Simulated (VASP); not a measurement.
Method: r2SCAN meta-GGA, VASP's PBE PAW potentials (set 64) (plane waves; VASP).

The input files of a VASP run:

POSCAR:
```
Nb
1
   -1.6508986092     1.6508986092     1.6508986092
    1.6508986092    -1.6508986092     1.6508986092
    1.6508986092     1.6508986092    -1.6508986092
Nb
1
Direct
  0.0000000000   0.0000000000   0.0000000000
```

**INCAR**
```
! general
SYSTEM  = Nb
PREC    = Accurate
ENCUT   = 480
LREAL   = F
LASPH   = T

! electronic loop
EDIFF   = 1E-7
NELM    = 100
ALGO    = Normal
LMAXMIX = 4
LMIXTAU = T

! smearing
ISMEAR  = 1
SIGMA   = 0.1

! functional
METAGGA = R2SCAN

! ions
IBRION  = 2
NSW     = 40
ISIF    = 3
EDIFFG  = -0.01
PSTRESS = 100

! output
LWAVE   = F
LCHARG  = F
```

### KPOINTS
```
K-points
0
gamma
  14 14 14
0 0 0
```

POTCAR, in this order: Nb_sv (PBE.64 set). Program: vasp_std.

Task: What will the output report for the number of irreducible k-points (NKPTS), number of bands (NBANDS), largest plane-wave count, number of space-group operations, FFT grid (NGX, NGY, NGZ)?

Result: 
```json
{
 "number of irreducible k-points (NKPTS)": "104",
 "number of bands (NBANDS)": "10",
 "largest_plane_wave_count": "444",
 "number_of_space_group_operations": "48",
 "FFT grid (NGX, NGY, NGZ)": "20 × 20 × 20"
}
```

The compound is Nb in the bcc structure. This run relaxes it under an external pressure of 10 GPa. Symmetry was kept, so distortions that lower it aren't found.
